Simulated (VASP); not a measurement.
Given:

```xyz
3
Lattice="1.8867 -3.2679 0.0000 1.8867 3.2679 0.0000 0.0000 0.0000 6.1339" Properties=species:S:1:pos:R:3 pbc="T T T"
Zr     1.8867    -3.2679     0.0000
Se     1.8867     1.0893     1.5885
Se     1.8867    -1.0893     4.5454
```

Level of theory: rev-vdW-DF2, VASP's PBE PAW potentials (set 64) (plane waves; VASP). Numerical set-up: 520 eV cut-off, 8×8×4 Γ-centred mesh, tetrahedra with Blöchl corrections, potentials Zr_sv Se.

The cores are frozen, which limits the accuracy of field gradients.

Question: Give the principal components of the electric field gradient (V/Å²) and the asymmetry η at each nucleus.

Answer: 
| atom | Vxx | Vyy | Vzz | η |
|---|---|---|---|---|
| Zr1 | 14.8 | 14.8 | -29.5 | 0.00 |
| Se2 | -3.0 | -3.0 | 6.0 | 0.00 |
| Se3 | -3.0 | -3.0 | 6.0 | 0.00 |

The compound is ZrSe2 in the 1T layered structure. It was relaxed first.
